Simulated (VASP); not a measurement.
Here is the system:

```
CELL_PARAMETERS angstrom
      3.05346     0.00000     0.00000
      0.00000     3.05346     0.00000
      0.00000     0.00000     3.05346
ATOMIC_POSITIONS crystal
  Ti 0.00000 0.00000 0.00000
  Co 0.50000 0.50000 0.50000
```

Method: RPBE GGA, VASP's PBE PAW potentials (set 64) (plane waves; VASP). Settings: 520 eV cut-off, 12×12×12 Γ-centred mesh, first-order Methfessel-Paxton smearing of 0.10 eV, potentials Ti_sv Co.

Estimate the energy per atom (σ→0), pressure, band gap (on the k-mesh) with the smallest direct gap where there is one.

The band gap (on the k-mesh) comes out as none (metal, semimetal or under 0.01 eV) and the energy per atom (σ→0) comes out as -7.307 eV/atom. The pressure is -8.58 GPa.

Total energies compare only between runs with the same potentials, cut-off and functional.

The compound is TiCo in the CsCl type structure. This cell is one point of a volume scan, at 1.06 of the reference volume. The run is not spin-polarised, so no magnetic state was tried. The electron count is odd and the run is not spin-polarised, which forces a metal.
